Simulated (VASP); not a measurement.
Given:

```
NbN
1.0
    0.00000     2.18867     2.18867
    2.18867     0.00000     2.18867
    2.18867     2.18867     0.00000
Nb N
1 1
Direct
  0.00000   0.00000   0.00000
  0.50000   0.50000   0.50000
```

All values below come from PBEsol GGA, VASP's PBE PAW potentials (set 64) (plane waves; VASP 6.6.1). Settings: 620 eV cut-off, 14×14×14 Γ-centred mesh, first-order Methfessel-Paxton smearing of 0.10 eV, potentials Nb_sv N.

Q: Estimate the energy per atom (σ→0), band gap (on the k-mesh) with the smallest direct gap where there is one.

A: 
| Quantity | Result |
|---|---|
| band gap (on the k-mesh) | none (metal, semimetal or under 0.01 eV) |
| energy per atom (σ→0) | -10.951 eV/atom |

Only differences to runs with the same potentials and settings are physical.

The compound is NbN in the rock salt structure, the cubic δ form, which competes with hexagonal ones. It was relaxed first. VASP warned that the highest band is occupied, so more bands are needed.
